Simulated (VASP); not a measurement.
Here is the system:

```xyz
2
Lattice="0.0000 2.3061 2.3061 2.3061 0.0000 2.3061 2.3061 2.3061 0.0000" Properties=species:S:1:pos:R:3 pbc="T T T"
Ga     0.0000     0.0000     0.0000
N      1.1531     1.1531     1.1531
```

Computed with PBE GGA with D3 dispersion (zero damping), VASP's PBE PAW potentials (set 64) (plane waves; VASP). Run with 520 eV cut-off, 10×10×10 Γ-centred mesh, Gaussian smearing of 0.050 eV, potentials Ga_d N.

Task: Give the stress tensor in GPa (positive for a compressed cell).

Result: 
```
-9.10   0.00   0.00
 0.00  -9.10   0.00
 0.00   0.00  -9.10
```
The pressure is its mean diagonal, -9.10 GPa.

The compound is GaN in the zinc blende structure, a metastable form; wurtzite is the usual one. This cell is one point of a volume scan, at 1.06 of the reference volume.
